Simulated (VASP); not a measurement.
Here is the system:

```yaml
crystal:
  lattice:
    - [-1.54810, 1.54810, 1.54810]
    - [1.54810, -1.54810, 1.54810]
    - [1.54810, 1.54810, -1.54810]
  atoms:
    - { symbol: W, position: [0.00000, 0.00000, 0.00000] }
```

Level of theory: PBE GGA with D3 dispersion (zero damping), VASP's PBE PAW potentials (set 64) (plane waves; VASP 6.6.1). Settings: 520 eV cut-off, 16×16×16 Γ-centred mesh, first-order Methfessel-Paxton smearing of 0.10 eV, potentials W_sv.

Task: Give the stress tensor in GPa (positive for a compressed cell).

Result: 
```
22.27   0.00   0.00
 0.00  22.27   0.00
 0.00   0.00  22.27
```
The pressure is its mean diagonal, 22.27 GPa.

The compound is W in the bcc structure. This cell is one point of a volume scan, at 0.94 of the reference volume.
